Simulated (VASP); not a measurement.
```
WO3
1.0
    5.33572     0.00000     0.00000
    0.00000     5.33572     0.00000
    0.00000     0.00000     3.91816
W O
2 6
Direct
  0.50000   0.00000   0.94001
  0.00000   0.50000   0.05999
  0.50000   0.00000   0.48788
  0.00000   0.50000   0.51212
  0.25000   0.25000   0.00000
  0.25000   0.75000   0.00000
  0.75000   0.75000   0.00000
  0.75000   0.25000   0.00000
```

Method: PBEsol GGA, VASP's PBE PAW potentials (set 64) (plane waves; VASP). Numerical set-up: 520 eV cut-off, Gaussian smearing of 0.050 eV, potentials W_sv O.

Unless said otherwise, spin-orbit coupling is left out, though it shifts the bands of the heavy elements here.

Problem. Give the energies of bands 23 to 36 at the high-symmetry points, in eV from the valence-band maximum.

Solution. 
```tsv
band	Γ	X	M	Z	R	A
23	-2.60	-3.03	-2.82	-3.54	-4.45	-3.49
24	-2.60	-3.03	-2.82	-2.80	-4.45	-3.49
25	-2.53	-2.44	-2.63	-2.80	-4.07	-2.40
26	-1.55	-2.44	-2.63	-2.36	-4.07	-2.40
27	-1.55	-1.97	-1.96	-1.47	-0.89	-2.01
28	-1.40	-1.97	-1.96	-1.16	-0.89	-2.01
29	-1.24	-1.90	-1.54	-1.16	-0.86	-1.87
30	-1.16	-1.90	-1.54	-0.24	-0.86	-1.87
31	-1.16	-0.80	-1.34	-0.24	-0.59	-0.26
32	-0.01	-0.80	-1.34	0.00	-0.59	-0.26
33	0.53	2.97	1.41	0.56	3.38	3.86
34	1.28	2.97	1.41	3.84	3.38	3.86
35	1.28	3.23	4.03	3.84	4.45	4.03
36	4.72	3.23	4.03	5.38	4.45	4.03
```

The gap is indirect, 0.53 eV, from the valence maximum at Z to the conduction minimum at Γ.

The structure comes from a computed database's WO3 entry (P4/nmm); how it stands against other phases isn't given here. It was relaxed first.
